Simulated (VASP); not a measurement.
Calculation: r2SCAN+rVV10, VASP's PBE PAW potentials (set 64) (plane waves; VASP).

VASP input:

**INCAR**
```
SYSTEM=ZrC
PREC=Accurate; ENCUT=520; LREAL=.FALSE.
LASPH=.TRUE.
EDIFF=1E-7; NELM=100; ALGO=Normal
LMAXMIX=4; LMIXTAU=.TRUE.
ISMEAR=1; SIGMA=0.1
METAGGA=R2SCAN; LUSE_VDW=.TRUE.; BPARAM=11.95
CPARAM=0.0093
ISIF=2
LWAVE=.FALSE.; LCHARG=.FALSE.
```

### POSCAR
```
ZrC
3.3608290
  0.0000000000   0.7071067958   0.7071067958
  0.7071067958   0.0000000000   0.7071067958
  0.7071067958   0.7071067958   0.0000000000
Zr C
1 1
direct
  0.0000000000   0.0000000000   0.0000000000
  0.5000000000   0.5000000000   0.5000000000
```

### KPOINTS
```
K-points
0
G
  13 13 13
0 0 0
```

POTCAR, in this order: Zr_sv C (PBE.64 set). Program: vasp_std.

Output of the run:

File OSZICAR:
```
       N       E                     dE             d eps       ncg     rms          rms(c)
DAV:   1     0.969430727386E+02    0.96943E+02   -0.92125E+03  2016   0.138E+03
DAV:   2    -0.370995724613E+02   -0.13404E+03   -0.12646E+03  2376   0.345E+02
DAV:   3    -0.438610828456E+02   -0.67615E+01   -0.66027E+01  3152   0.680E+01
DAV:   4    -0.441070735635E+02   -0.24599E+00   -0.24570E+00  2592   0.120E+01
DAV:   5    -0.441130078250E+02   -0.59343E-02   -0.59332E-02  2964   0.155E+00    0.212E+01
DAV:   6    -0.337571549317E+02    0.10356E+02   -0.13050E+01  2436   0.328E+01    0.612E+00
DAV:   7    -0.344640428400E+02   -0.70689E+00   -0.61047E-01  2312   0.847E+00    0.400E+00
DAV:   8    -0.341009223807E+02    0.36312E+00   -0.60140E-01  2356   0.895E+00    0.132E+00
DAV:   9    -0.344639127088E+02   -0.36299E+00   -0.36114E-01  2300   0.620E+00    0.449E-01
DAV:  10    -0.344720976606E+02   -0.81850E-02   -0.11031E-02  2328   0.105E+00    0.394E-01
DAV:  11    -0.344549881081E+02    0.17110E-01   -0.54231E-02  2552   0.172E+00    0.387E-01
DAV:  12    -0.344699825459E+02   -0.14994E-01   -0.20599E-02  2376   0.118E+00    0.701E-02
DAV:  13    -0.344720271804E+02   -0.20446E-02   -0.15642E-03  2316   0.354E-01    0.251E-02
DAV:  14    -0.344723540319E+02   -0.32685E-03   -0.54959E-04  2380   0.191E-01    0.239E-02
DAV:  15    -0.344723567891E+02   -0.27573E-05   -0.11462E-05  2936   0.281E-02    0.254E-02
DAV:  16    -0.344723505632E+02    0.62260E-05   -0.38043E-06  2420   0.162E-02    0.251E-02
DAV:  17    -0.344723271249E+02    0.23438E-04   -0.12640E-05  2288   0.438E-02    0.270E-02
DAV:  18    -0.344723468743E+02   -0.19749E-04   -0.95792E-06  2392   0.264E-02    0.288E-02
DAV:  19    -0.344723449776E+02    0.18967E-05   -0.37405E-07  2204   0.673E-03    0.287E-02
DAV:  20    -0.344723487964E+02   -0.38188E-05   -0.10883E-07  1236   0.451E-03    0.265E-02
DAV:  21    -0.344723474152E+02    0.13812E-05   -0.18129E-07  1828   0.339E-03    0.268E-02
DAV:  22    -0.344723477188E+02   -0.30364E-06   -0.14623E-08  1060   0.135E-03    0.271E-02
DAV:  23    -0.344723478910E+02   -0.17216E-06   -0.51034E-09  1072   0.772E-04    0.262E-02
DAV:  24    -0.344723472498E+02    0.64116E-06   -0.16865E-07  1268   0.528E-03    0.203E-02
DAV:  25    -0.344723477680E+02   -0.51818E-06   -0.10698E-07  1052   0.370E-03    0.164E-02
DAV:  26    -0.344723474946E+02    0.27343E-06   -0.56014E-08  1032   0.285E-03    0.134E-02
DAV:  27    -0.344723492839E+02   -0.17894E-05   -0.62860E-07  2116   0.887E-03    0.388E-03
DAV:  28    -0.344723495678E+02   -0.28389E-06   -0.57154E-08  1028   0.270E-03    0.115E-03
DAV:  29    -0.344723497201E+02   -0.15229E-06   -0.19310E-08  1016   0.134E-03    0.604E-04
DAV:  30    -0.344723499490E+02   -0.22887E-06   -0.21864E-08  1020   0.136E-03    0.126E-04
DAV:  31    -0.344723499846E+02   -0.35604E-07   -0.79150E-09  1020   0.749E-04
   1 F= -.34472350E+02 E0= -.34472314E+02  d E =-.107157E-03
```

### OUTCAR
```
------------------------ aborting loop because EDIFF is reached ----------------------------------------
  FORCE on cell =-STRESS in cart. coord.  units (eV):
  Direction    XX          YY          ZZ          XY          YZ          ZX
  --------------------------------------------------------------------------------------
  Total       -1.0944552     -1.0944552     -1.0944552     -0.0000000      0.0000000      0.0000000
  in kB      -65.3257307    -65.3257307    -65.3257307     -0.0000000      0.0000000      0.0000000
  external PRESSURE =     -65.3257307 kB  Pullay stress =       0.0000000 kB
  volume of cell :       26.84
      direct lattice vectors                 reciprocal lattice vectors
     0.000000000  2.376465025  2.376465025    -0.210396532  0.210396532  0.210396532
     2.376465025  0.000000000  2.376465025     0.210396532 -0.210396532  0.210396532
     2.376465025  2.376465025  0.000000000     0.210396532  0.210396532 -0.210396532
 POSITION                                       TOTAL-FORCE (eV/Angst)
 -----------------------------------------------------------------------------------
      0.00000      0.00000      0.00000        -0.000000     -0.000000     -0.000000
      2.37647      2.37647      2.37647         0.000000      0.000000      0.000000
 -----------------------------------------------------------------------------------
    total drift:                                0.000000      0.000000      0.000000
  FREE ENERGIE OF THE ION-ELECTRON SYSTEM (eV)
  ---------------------------------------------------
  free  energy   TOTEN  =       -34.4723499846 eV

  energy  without entropy=      -34.4722428278  energy(sigma->0) =      -34.47231427
```
(Selected blocks of OUTCAR.)

The compound is ZrC in the rock salt structure. This cell is one point of a volume scan, at 1.03 of the reference volume.
